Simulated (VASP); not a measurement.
A convergence study with VASP on KTaO3 (cubic perovskite): one setting is varied, all else stays as given below, so the limit is that of these other settings. Each run relaxes cell and ions; the cell shown is the tightest run's result. The basis is that of the starting cell, so low cut-offs carry a Pulay error.

```xyz
5
Lattice="4.0287 0.0000 0.0000 0.0000 4.0287 0.0000 0.0000 0.0000 4.0287" Properties=species:S:1:pos:R:3 pbc="T T T"
K      0.0000     0.0000     0.0000
Ta     2.0144     2.0144     2.0144
O      2.0144     0.0000     2.0144
O      0.0000     2.0144     2.0144
O      2.0144     2.0144     0.0000
```

Level of theory: PBE GGA, VASP's PBE PAW potentials (set 64) (plane waves; VASP 6.6.1). The tightest run used: 800 eV cut-off, 4×4×4 Γ-centred mesh, Gaussian smearing of 0.050 eV, potentials K_sv Ta_pv O.

The reference is ENCUT = 800, which took about 60 core-seconds. Times come from single runs on busy shared machines, so they are rough: good to a factor of about 2.

**Question.** Of the settings ENCUT = 250; ENCUT = 300; ENCUT = 350; ENCUT = 400; ENCUT = 450; ENCUT = 500; ENCUT = 550; ENCUT = 600; ENCUT = 650; ENCUT = 700; ENCUT = 750; ENCUT = 800, which is the lowest that keeps the difference from the reference in relaxed volume (Å³/atom) within 0.1 from there on, and what does it cost?

**Answer.** ENCUT = 450; its cost over the reference is about 1/2.
| setting | difference in relaxed volume (Å³/atom) | cost over the reference |
|---|---|---|
| ENCUT = 250 | 2.347 | within a factor of 2 |
| ENCUT = 300 | 1.437 | about 1/2 |
| ENCUT = 350 | 0.754 | about 1/3 |
| ENCUT = 400 | 0.305 | about 1/3 |
| ENCUT = 450 | 0.083 | about 1/2 |
| ENCUT = 500 | 0.006 | about 1/2 |
| ENCUT = 550 | 0.002 | within a factor of 2 |
| ENCUT = 600 | 0.007 | within a factor of 2 |
| ENCUT = 650 | 0.013 | within a factor of 2 |
| ENCUT = 700 | 0.012 | within a factor of 2 |
| ENCUT = 750 | 0.007 | within a factor of 2 |
| ENCUT = 800 | 0.000 | reference |

Left out are rungs that failed or repeat a setting and relaxations that didn't move; long series are thinned to 24 rows.

The compound is KTaO3 in the cubic perovskite structure.
